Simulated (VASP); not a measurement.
```xyz
3
Lattice="0.0000 3.1058 3.0679 3.1676 0.0000 3.0679 3.1676 3.1058 0.0000" Properties=species:S:1:pos:R:3 pbc="T T T"
Ba     0.0000     0.0000     0.0000
F      1.5838     1.5529     1.5340
F      4.7926     4.6587     4.6019
```

These are AM05 GGA, VASP's PBE PAW potentials (set 64) (plane waves; VASP) values and carry that method's errors. Numerical set-up: 520 eV cut-off, 6×6×6 Γ-centred mesh, Gaussian smearing of 0.050 eV, potentials Ba_sv F.

### Question
Predict the energy per atom (σ→0), largest force.

### Answer

```yaml
energy per atom (σ→0): -5.711 eV/atom
largest_force: 0.109 eV/Å
```

Only differences to runs with the same potentials and settings are physical.

The compound is BaF2 in the fluorite structure. The cell was not relaxed at this level, atoms are displaced from their ideal sites. The run is one of a series of settings (GGA = AM against the base run), some of them coarse on purpose.
